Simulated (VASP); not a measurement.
Input of a VASP 6.6.1 run:

The input INCAR:

```
SYSTEM = Be3SnS
  PREC = Accurate
  ENCUT = 520
  EDIFF = 1E-6
  ISMEAR = 0
  SIGMA = 0.05
  LREAL = .False.
  LASPH = .True.
  NELM = 80
  ALGO = Fast
  ISIF = 2
  LWAVE = .False.
  LCHARG = .False.
  GGA = PS
  NBANDS = 21
```

Contents of KPOINTS:

```
regular mesh
0
Gamma
  4 4 4
  0 0 0
```

POSCAR

```
Be3SnS
1.0
    4.5800000000      0.0000000000      0.0000000000
    0.0000000000      4.5800000000      0.0000000000
    0.0000000000      0.0000000000      4.5800000000
Sn S Be
1 1 3
Direct
    0.0000000000      0.0000000000      0.0000000000
    0.5000000000      0.5000000000      0.5000000000
    0.5000000000      0.5000000000      0.0000000000
    0.5000000000      0.0000000000      0.5000000000
    0.0000000000      0.5000000000      0.5000000000
```

Potentials or basis: VASP PAW PBE potentials, release 64 (Sn_d, S, Be).

The run is started by

```sh
$ cat potpaw_PBE.64/Sn_d/POTCAR potpaw_PBE.64/S/POTCAR potpaw_PBE.64/Be/POTCAR > POTCAR
$ mpirun -np 1 vasp_std > vasp.out
```

Estimate the band gap on the k mesh.

none (metal or under the smearing width).

Predict the pressure.

-13.0 GPa.

Caveat: the PAW data sets were made with another functional, which shifts forces and pressure a little.
